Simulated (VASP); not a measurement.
These are r2SCAN+rVV10, VASP's PBE PAW potentials (set 64) (plane waves; VASP 6.6.1) values and carry that method's errors.

A VASP calculation is set up with these files.

### KPOINTS
```
Automatic mesh
0
Gamma
7 7 7
0 0 0
```

### INCAR
```
SYSTEM = CeO2
PREC = Accurate
ENCUT = 520
EDIFF = 1E-7
NELM = 100
ALGO = Normal
LREAL = .FALSE.
LASPH = .TRUE.
ISMEAR = 0
SIGMA = 0.05
METAGGA = R2SCAN
LUSE_VDW = .TRUE.
BPARAM = 11.95
CPARAM = 0.0093
LMIXTAU = .TRUE.
LMAXMIX = 6
LWAVE = .FALSE.
LCHARG = .FALSE.
ISIF = 2
```

File POSCAR:
```
CeO2
1
    0.0000000000     2.6834777522     2.6834777522
    2.6834777522     0.0000000000     2.6834777522
    2.6834777522     2.6834777522     0.0000000000
Ce O
1 2
Direct
  0.0000000000   0.0000000000   0.0000000000
  0.2500000000   0.2500000000   0.2500000000
  0.7500000000   0.7500000000   0.7500000000
```

POTCAR, in this order: Ce O (PBE.64 set). Program: vasp_std.

Q: What will the output report for the number of irreducible k-points (NKPTS), largest plane-wave count, number of space-group operations, FFT grid (NGX, NGY, NGZ)?

A: 
```json
{
 "number of irreducible k-points (NKPTS)": "20",
 "largest_plane_wave_count": "1051",
 "number_of_space_group_operations": "48",
 "FFT grid (NGX, NGY, NGZ)": "28 × 28 × 28"
}
```

The compound is CeO2 in the fluorite structure. This cell is one point of a volume scan, at 0.97 of the reference volume. The run is not spin-polarised, so no magnetic state was tried.
